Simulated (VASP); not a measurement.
Consider the following.

```yaml
crystal:
  lattice:
    - [1.54592, -2.67762, 0.00000]
    - [1.54592, 2.67762, 0.00000]
    - [0.00000, 0.00000, 4.95145]
  atoms:
    - { symbol: Al, position: [0.66667, 0.33333, 0.50007] }
    - { symbol: Al, position: [0.33333, 0.66667, 0.00007] }
    - { symbol: N, position: [0.66667, 0.33333, 0.88193] }
    - { symbol: N, position: [0.33333, 0.66667, 0.38193] }
```

Computed with LDA (Ceperley-Alder, Perdew-Zunger), VASP's LDA PAW potentials (set 64) (plane waves; VASP 6.6.1). Run with 520 eV cut-off, 9×9×5 Γ-centred mesh, tetrahedra with Blöchl corrections, potentials Al N.

The cores are frozen, which limits the accuracy of field gradients.

Give the principal components of the electric field gradient (V/Å²) and the asymmetry η at each nucleus.

```tsv
atom	Vxx	Vyy	Vzz	η
Al1	-2.6	-2.6	5.2	0.00
Al2	-2.6	-2.6	5.2	0.00
N3	0.0	0.0	0.1	-
N4	0.0	0.0	0.1	-
```

The compound is AlN in the wurtzite structure. It was relaxed first.
